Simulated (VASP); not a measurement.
Data:

```yaml
crystal:
  lattice:
    - [2.69662, -2.69676, 0.00000]
    - [2.69662, 2.69676, 0.00000]
    - [0.00000, 0.00000, 9.85228]
  atoms:
    - { symbol: Sn, position: [0.74530, 0.25470, 0.86688] }
    - { symbol: Sn, position: [0.25470, 0.74530, 0.13312] }
    - { symbol: Sn, position: [0.75470, 0.24530, 0.36688] }
    - { symbol: Sn, position: [0.24530, 0.75470, 0.63312] }
    - { symbol: O, position: [0.25479, 0.24521, 0.25000] }
    - { symbol: O, position: [0.74521, 0.75479, 0.75000] }
    - { symbol: O, position: [0.24521, 0.25479, 0.75000] }
    - { symbol: O, position: [0.75479, 0.74521, 0.25000] }
```

The numbers are results of r2SCAN meta-GGA, VASP's PBE PAW potentials (set 64) (plane waves; VASP), not measurements. Numerical set-up: 520 eV cut-off, 7×7×3 Γ-centred mesh, tetrahedra with Blöchl corrections, potentials Sn_d O.

The cores are frozen, which limits the accuracy of field gradients.

**Question.** Give the principal components of the electric field gradient (V/Å²) and the asymmetry η at each nucleus.

**Answer.** 
```tsv
atom	Vxx	Vyy	Vzz	η
Sn1	93.4	93.3	-186.7	0.00
Sn2	93.4	93.3	-186.7	0.00
Sn3	93.4	93.3	-186.7	0.00
Sn4	93.4	93.3	-186.7	0.00
O5	-0.9	-0.7	1.6	0.08
O6	-0.9	-0.7	1.6	0.08
O7	-0.9	-0.7	1.6	0.08
O8	-0.9	-0.7	1.6	0.08
```

The structure comes from a computed database's SnO entry (Cmce); how it stands against other phases isn't given here. It was relaxed first, which changed the volume by -6 %.
